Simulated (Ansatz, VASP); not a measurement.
# MgCdS4 in VASP and in Ansatz

```
Mg Cd S
1.0
     4.46836    0.00000    0.00000
    -2.23418    3.86972    0.00000
     0.00000    0.00000    9.02920
Mg Cd S
1 1 4
Direct
  0.33333 0.66667 0.00000
  0.66667 0.33333 0.50000
  0.66667 0.33333 0.88409
  0.66667 0.33333 0.11591
  0.00000 0.00000 0.00000
  0.00000 0.00000 0.50000
```

Alike in both runs: functional PBE; k mesh 6 × 6 × 2; occupations gaussian, width 0.1 eV; no spin polarisation.

Ansatz relaxed the structure, and its values are those at the end. VASP's run is a single point on that final structure, the one shown.

|  | VASP | Ansatz |
| --- | --- | --- |
| version | VASP 6.6.1 | Ansatz 0.2.0 |
| potentials or method | VASP PAW PBE potentials, release 64 (Mg, Cd, S) | scalar-relativistic, plane waves, PAW |
| plane-wave cutoff (eV) | 520 | 420 |
| valence electrons in the cell | 38 | 54 |

VASP gave:

- gap on the k mesh at the Fermi level (eV): none
- pressure (GPa): -0.1
- rms of the force components (eV/Å): 0.044

Question: Which values does Ansatz return?

Answer: gap on the k mesh at the Fermi level (eV): none; pressure (GPa): 0.0; rms of the force components (eV/Å): 0.004.

A gap of «none» marks a metal or a gap that the smearing closes. The two sets of potentials don't hold the same shells in valence.
